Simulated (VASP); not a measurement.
PtSe$_{2}$ (1T layered) is relaxed at rising pressure, each step from the one before. Symmetry mostly holds the structure type, and other phases were not tried. The mesh follows the cell, and a change of mesh leaves a small step in the series.

Consider the following.

PtSe2 is taken in the trigonal space group P-3m1 (No. 164), the CdI2 type structure, Pearson symbol hP3. Cell: a = b = 3.742 Å, c = 4.764 Å, α = β = 90.00°, γ = 120.00°. Pt on 1a is coordinated by 6 Se at 2.503 Å (octahedral). Se on 2d sees 3 Pt at 2.503 Å (trigonal pyramidal). (Neighbours: up to the widest gap in distance over summed covalent radii, below 1.35, at either atom; cation-cation and far metal-metal contacts left out.)

Level of theory: LDA (Ceperley-Alder, Perdew-Zunger), VASP's LDA PAW potentials (set 64) (plane waves; VASP). Run with 500 eV cut-off, 9×9×7 Γ-centred mesh, first-order Methfessel-Paxton smearing of 0.10 eV, potentials Pt Se.

Unless said otherwise, spin-orbit coupling is left out, though it shifts the bands of the heavy elements here.

| P (GPa) | V (Å³/atom) | H − H(0) (eV/atom) | space group | gap on the mesh (eV) | k-mesh |
|---|---|---|---|---|---|
| 0 | 19.26 | 0.000 | P-3m1 | 0.00 | 9×9×7 |
| 5 | 18.20 | 0.582 | P-3m1 | 0.00 | 10×10×7 |
| 20 | 16.44 | 2.195 | P-3m1 | 0.00 | 10×10×7 |
| 30 | ___ | ___ | P-3m1 | 0.00 | 10×10×7 |
| 45 | ___ | ___ | P-3m1 | 0.00 | 10×10×8 |

Q: Some entries are withheld; supply them.

A: 
- 30, V (Å³/atom): 15.69
- 30, H − H(0) (eV/atom): 3.197
- 45, V (Å³/atom): 14.85
- 45, H − H(0) (eV/atom): 4.625

Pressures at which the relaxation failed are left out.

The compound is PtSe2 in the 1T layered structure.
